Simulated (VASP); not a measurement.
Given:

```xyz
1
Lattice="-1.4293 1.4293 1.4293 1.4293 -1.4293 1.4293 1.4293 1.4293 -1.4293" Properties=species:S:1:pos:R:3 pbc="T T T"
Fe     0.0000     0.0000     0.0000
```
Starting moments (μB, in the order of the record's atoms Fe): 2.1.

All values below come from PBE GGA with D3 dispersion (Becke-Johnson damping), VASP's PBE PAW potentials (set 64) (plane waves; VASP). Settings: 520 eV cut-off, 18×18×18 Γ-centred mesh, first-order Methfessel-Paxton smearing of 0.10 eV, potentials Fe.

Q: The job: Fe (bcc), 1 atom, PBE-D3(BJ), static run, 520 eV, 18×18×18 Γ-centred mesh. Roughly how much core time does it take on a busy server core?

A: About 20 core-seconds (one run on a shared machine, a rough figure). It had 195 irreducible k-points, 9 bands, up to 325 plane waves and 14 electronic steps.

The compound is Fe in the bcc structure. This cell is one point of a volume scan, at 1.06 of the reference volume.
